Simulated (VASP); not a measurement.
Here is the system:

```xyz
2
Lattice="4.3069 0.0000 0.0000 0.0000 4.3069 0.0000 0.0000 0.0000 4.3069" Properties=species:S:1:pos:R:3 pbc="T T T"
Cs     0.0000     0.0000     0.0000
Br     2.1535     2.1535     2.1535
```

All values below come from SCAN meta-GGA, VASP's PBE PAW potentials (set 64) (plane waves; VASP 6.6.1). Run with 520 eV cut-off, 7×7×7 Γ-centred mesh, tetrahedra with Blöchl corrections, potentials Cs_sv Br.

Unless said otherwise, spin-orbit coupling is left out, though it shifts the bands of the heavy elements here.

Task: Predict the energy per atom (σ→0), band gap (over mesh and band path) with the smallest direct gap where there is one.

Result: 
```yaml
band gap (over mesh and band path): 5.18 eV
smallest direct gap (over mesh and band path): 5.19 eV
energy per atom (σ→0): -30.581 eV/atom
```

Total energies compare only between runs with the same potentials, cut-off and functional.

The compound is CsBr in the CsCl type structure. It was relaxed first.
